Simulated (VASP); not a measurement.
Here is a VASP 6.6.1 calculation.

Contents of INCAR:

```
PREC = Accurate ; ENCUT = 600
EDIFF = 1E-6 ; ISMEAR = 1
SIGMA = 0.1 ; LREAL = F
LASPH = T ; NELM = 80
ALGO = Normal ; ISIF = 3
LWAVE = F ; LCHARG = F
GGA = PE ; IVDW = 12
IBRION = 2 ; NSW = 90
EDIFFG = -0.01
```

KPOINTS

```
Automatic mesh
0
Gamma
  12 12 12
```

The input POSCAR:

```
Bi
1.0
    2.2675000000      1.3091417354      3.9380000000
   -2.2675000000      1.3091417354      3.9380000000
    0.0000000000     -2.6182834708      3.9380000000
Bi
2
Direct
    0.2340000000      0.2340000000      0.2340000000
    0.7660000000      0.7660000000      0.7660000000
```

Potentials or basis: VASP PAW PBE potentials, release 64 (Bi_d).

Command:

```sh
$ cat potpaw_PBE.64/Bi_d/POTCAR > POTCAR
$ mpirun -np 1 vasp_std > vasp.out
```

Task: What does it give for the space group after relaxing (to 0.05 Å)?

Result: R-3m (No. 166).

Task: Predict the dispersion energy per atom.

Result: -0.462 eV.

Task: Predict the relaxed cell.

Result: a = 4.684 Å, b = 4.684 Å, c = 4.684 Å, α = 57.87°, β = 57.87°, γ = 57.87°.

Task: Estimate the band gap on the k mesh.

Result: None (metal or under the smearing width).

Forces in eV/Å, atoms in the order of the input:
```
Bi   0.000  0.000 -0.009
Bi   0.000  0.000  0.009
```

Caveat: spin-orbit coupling is left out, which moves the levels of the heavy elements.
